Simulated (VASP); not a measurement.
Calculation: vdW-DF-cx, VASP's PBE PAW potentials (set 64) (plane waves; VASP).

VASP input:

**POSCAR**
```
Ir
1
    0.0000000000     1.8832432131     1.8832432131
    1.8832432131     0.0000000000     1.8832432131
    1.8832432131     1.8832432131     0.0000000000
Ir
1
Direct
  0.0000000000   0.0000000000   0.0000000000
```

**KPOINTS**
```
Automatic mesh
0
Gamma
16 16 16
0 0 0
```

INCAR:
```
SIGMA = 0.1   # width (eV)
AGGAC = 0.0
LCHARG = .FALSE.
NELM = 100   # most electronic steps
ISMEAR = 1   # Methfessel-Paxton
ISIF = 2
LUSE_VDW = .TRUE.
LWAVE = .FALSE.
LREAL = .FALSE.   # projection in real space or not
LMAXMIX = 6
ALGO = Normal   # blocked Davidson
PREC = Accurate
ENCUT = 520   # plane-wave cut-off (eV)
EDIFF = 1E-7   # SCF stop (eV)
GGA = CX
SYSTEM = Ir
LASPH = .TRUE.   # aspherical one-centre terms
```

POTCAR, in this order: Ir (PBE.64 set). Program: vasp_std.

The resulting files:

File OSZICAR:
```
       N       E                     dE             d eps       ncg     rms          rms(c)
DAV:   1     0.474313520542E+02    0.47431E+02   -0.45309E+03  2336   0.103E+03
DAV:   2    -0.671808794880E+01   -0.54149E+02   -0.52672E+02  2328   0.214E+02
DAV:   3    -0.732413213432E+01   -0.60604E+00   -0.60242E+00  3424   0.306E+01
DAV:   4    -0.732782071470E+01   -0.36886E-02   -0.36884E-02  2912   0.167E+00
DAV:   5    -0.732784572180E+01   -0.25007E-04   -0.25008E-04  3416   0.870E-02    0.182E+01
DAV:   6    -0.688082243394E+01    0.44702E+00   -0.83636E-01  2704   0.130E+01    0.775E+00
DAV:   7    -0.678454885205E+01    0.96274E-01   -0.30135E-01  3112   0.722E+00    0.156E+00
DAV:   8    -0.677824019551E+01    0.63087E-02   -0.25260E-03  2584   0.821E-01    0.428E-01
DAV:   9    -0.677751743258E+01    0.72276E-03   -0.79932E-04  3192   0.477E-01    0.212E-02
DAV:  10    -0.677752262886E+01   -0.51963E-05   -0.54965E-06  3096   0.265E-02    0.339E-03
DAV:  11    -0.677752278968E+01   -0.16081E-06   -0.11767E-07  2832   0.361E-03    0.498E-04
DAV:  12    -0.677752275075E+01    0.38924E-07   -0.69995E-09  1432   0.977E-04
   1 F= -.67775228E+01 E0= -.67774196E+01  d E =-.309565E-03
```

**OUTCAR**
```
------------------------ aborting loop because EDIFF is reached ----------------------------------------
  FORCE on cell =-STRESS in cart. coord.  units (eV):
  Direction    XX          YY          ZZ          XY          YZ          ZX
  --------------------------------------------------------------------------------------
  Total        2.3368150      2.3368150      2.3368150      0.0000000      0.0000000     -0.0000000
  in kB      280.2758509    280.2758509    280.2758509      0.0000000      0.0000000     -0.0000000
  external PRESSURE =     280.2758509 kB  Pullay stress =       0.0000000 kB
  volume of cell :       13.36
      direct lattice vectors                 reciprocal lattice vectors
     0.000000000  1.883243213  1.883243213    -0.265499430  0.265499430  0.265499430
     1.883243213  0.000000000  1.883243213     0.265499430 -0.265499430  0.265499430
     1.883243213  1.883243213  0.000000000     0.265499430  0.265499430 -0.265499430
 POSITION                                       TOTAL-FORCE (eV/Angst)
 -----------------------------------------------------------------------------------
      0.00000      0.00000      0.00000         0.000000     -0.000000      0.000000
 -----------------------------------------------------------------------------------
    total drift:                                0.000000      0.000000      0.000000
  FREE ENERGIE OF THE ION-ELECTRON SYSTEM (eV)
  ---------------------------------------------------
  free  energy   TOTEN  =        -6.7775227508 eV

  energy  without entropy=       -6.7772131862  energy(sigma->0) =       -6.77741956
```
(Selected blocks of OUTCAR.)

The compound is Ir in the fcc structure. This cell is one point of a volume scan, at 0.94 of the reference volume.
